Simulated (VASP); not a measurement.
# SiC (F-43m) in VASP: further runs, part 2 of 2

VASP 6.6.1.

## Step 3: Single point, PBE

Input file INCAR:

```
ALGO = Normal ; EDIFF = 1E-7
ENCUT = 450 ; GGA = PE
ISIF = 2 ; ISMEAR = 0
LASPH = True ; LCHARG = False
LREAL = False ; LWAVE = False
NBANDS = 11 ; NELM = 100
PREC = Accurate ; SIGMA = 0.02
```

Input file KPOINTS:

```
k-points
0
Gamma
  10 10 10
```

Input file POSCAR:

```
SiC
1.0
    0.0000000000      2.1790000000      2.1790000000
    2.1790000000      0.0000000000      2.1790000000
    2.1790000000      2.1790000000      0.0000000000
Si C
1 1
Direct
    0.0000000000      0.0000000000      0.0000000000
    0.2500000000      0.2500000000      0.2500000000
```

Potentials or basis: VASP PAW PBE potentials, release 64 (Si, C).

Command:

```
cat potpaw_PBE.64/Si/POTCAR potpaw_PBE.64/C/POTCAR > POTCAR
mpirun -np 1 vasp_std > vasp.out
```

OUTCAR:

```text
EDIFF = 1E-7
   ENCUT = 450
   GGA = PE
   ISIF = 2
   ISMEAR = 0
   LASPH = True
   LREAL = False
   NELM = 100
   PREC = Accurate

 ion  position               nearest neighbor table
   1  0.000  0.000  0.000-   2 1.89   2 1.89   2 1.89   2 1.89
   2  0.250  0.250  0.250-   1 1.89   1 1.89   1 1.89   1 1.89

  LATTYP: Found a face centered cubic cell.
 ALAT       =     4.3580000000

  Lattice vectors:

 A1 = (   0.0000000000,   2.1790000000,   2.1790000000)
 A2 = (   2.1790000000,   0.0000000000,   2.1790000000)
 A3 = (   2.1790000000,   2.1790000000,   0.0000000000)

Analysis of symmetry for initial positions (statically):
=====================================================================
 Subroutine PRICEL returns:
 Original cell was already a primitive cell.

 Routine SETGRP: Setting up the symmetry group for a
 face centered cubic supercell.

 Subroutine GETGRP returns: Found 24 space group operations
 (whereof 24 operations were pure point group operations)
 out of a pool of 48 trial point group operations.

The static configuration has the point symmetry T_d .

[... 173 lines left out ...]
      3       8.1069      2.00000
      4       8.1069      2.00000
      5      14.3399      0.00000
      6      15.4145      0.00000
      7      15.4145      0.00000
      8      15.4145      0.00000
      9      22.6144      0.00000
     10      22.6144      0.00000
     11      24.5878      0.00000
[... 309 lines left out ...]
 k-point    24 :       0.4000    0.3000    0.0000
  band No.  band energies     occupation
      1      -4.1556      2.00000
      2       2.5266      2.00000
      3       4.9556      2.00000
      4       5.4822      2.00000
      5      10.9769      0.00000
      6      13.7322      0.00000
      7      19.7326      0.00000
      8      20.0421      0.00000
      9      21.8823      0.00000
     10      26.1861      0.00000
     11      29.3702      0.00000

 [... further k-points ...]

------------------------ aborting loop because EDIFF is reached ----------------------------------------

  FORCE on cell =-STRESS in cart. coord.  units (eV):
  Direction    XX          YY          ZZ          XY          YZ          ZX
  --------------------------------------------------------------------------------------
  -------------------------------------------------------------------------------------
  Total        0.3896116      0.3896116      0.3896116      0.0000000      0.0000000      0.0000000
  in kB       30.1676019     30.1676019     30.1676019      0.0000000      0.0000000      0.0000000
  external PRESSURE =      30.1676019 kB  Pullay stress =       0.0000000 kB

 VOLUME and BASIS-vectors are now :
 -----------------------------------------------------------------------------
  energy-cutoff  :      450.00
  volume of cell :       20.69
      direct lattice vectors                 reciprocal lattice vectors
     0.000000000  2.179000000  2.179000000    -0.229463056  0.229463056  0.229463056
     2.179000000  0.000000000  2.179000000     0.229463056 -0.229463056  0.229463056
     2.179000000  2.179000000  0.000000000     0.229463056  0.229463056 -0.229463056

 POSITION                                       TOTAL-FORCE (eV/Angst)
 -----------------------------------------------------------------------------------
      0.00000      0.00000      0.00000        -0.000000     -0.000000     -0.000000
      1.08950      1.08950      1.08950         0.000000      0.000000      0.000000
 -----------------------------------------------------------------------------------
    total drift:                                0.000000      0.000000      0.000000

  FREE ENERGIE OF THE ION-ELECTRON SYSTEM (eV)
  ---------------------------------------------------
  free  energy   TOTEN  =       -15.0599331558 eV

  energy  without entropy=      -15.0599331558  energy(sigma->0) =      -15.05993316
```

OSZICAR:

```text
N       E                     dE             d eps       ncg     rms          rms(c)
DAV:   1     0.172085021903E+01    0.17209E+01   -0.36598E+03  1042   0.540E+02
DAV:   2    -0.163898005491E+02   -0.18111E+02   -0.17204E+02  1375   0.102E+02
DAV:   3    -0.169099899064E+02   -0.52019E+00   -0.51919E+00  1280   0.145E+01
DAV:   4    -0.169118642749E+02   -0.18744E-02   -0.18743E-02  1195   0.111E+00
DAV:   5    -0.169118725376E+02   -0.82628E-05   -0.82627E-05  1282   0.668E-02    0.881E+00
DAV:   6    -0.151173343105E+02    0.17945E+01   -0.64593E+00  1154   0.113E+01    0.392E+00
DAV:   7    -0.150674178847E+02    0.49916E-01   -0.38756E-01  1235   0.354E+00    0.179E+00
DAV:   8    -0.150597283722E+02    0.76895E-02   -0.20347E-02  1175   0.939E-01    0.171E-01
DAV:   9    -0.150598197293E+02   -0.91357E-04   -0.16672E-03  1275   0.230E-01    0.114E-01
DAV:  10    -0.150599305012E+02   -0.11077E-03   -0.23924E-04  1163   0.936E-02    0.264E-02
DAV:  11    -0.150599327268E+02   -0.22257E-05   -0.42146E-05  1235   0.336E-02    0.690E-03
DAV:  12    -0.150599331315E+02   -0.40469E-06   -0.19687E-06  1193   0.826E-03    0.114E-03
DAV:  13    -0.150599331558E+02   -0.24338E-07   -0.98533E-08  1080   0.210E-03
   1 F= -.15059933E+02 E0= -.15059933E+02  d E =-.109465E-31
```

Run time: 4.8 s. Hardware: 1 thread of Intel Xeon Platinum 8488C (Sapphire Rapids), shared host; peak memory 0.13 GiB.

Results:

```
Free energy            : -15.0599 eV
Band gap on the k mesh : 1.36 eV, indirect (least direct gap 4.54 eV)
```

Levels at points of the mesh, in eV from the valence-band top:
```tsv
k point	band 1	band 2	band 3	band 4	band 5	band 6	band 7	band 8
(0.00, 0.00, 0.00)	-15.40	0.00	0.00	0.00	6.23	7.31	7.31	7.31
(0.50, 0.00, 0.00)	-11.84	-8.53	-1.05	-1.05	5.43	7.23	7.23	10.06
(0.50, 0.50, 0.00)	-10.39	-7.79	-3.19	-3.19	1.36	4.32	14.04	14.04
```

Caveat: the cutoff is under 1.25 times the usual one of these potentials, so pressure, stress and relaxed cells hold a basis-set (Pulay) error.

## Step 4: Comparison with measurements

Step 2. Measured gap of SiC: 2.4 eV (indirect; quoted in “Insight into the structural, elastic and electronic properties of a new orthorhombic 6O-SiC polytype”, 2020, pmc:7200658). This calculation gives 1.35 eV (-1.05 eV). The value is that of PBE on a finite k mesh, which can miss the band edges, without temperature or zero-point motion. Semilocal functionals fall short of measured gaps as a rule.

Step 3. Measured gap of SiC: 2.4 eV (indirect; quoted in “Insight into the structural, elastic and electronic properties of a new orthorhombic 6O-SiC polytype”, 2020, pmc:7200658). This calculation gives 1.36 eV (-1.04 eV). The value is that of PBE on a finite k mesh, which can miss the band edges, without temperature or zero-point motion. Semilocal functionals fall short of measured gaps as a rule.
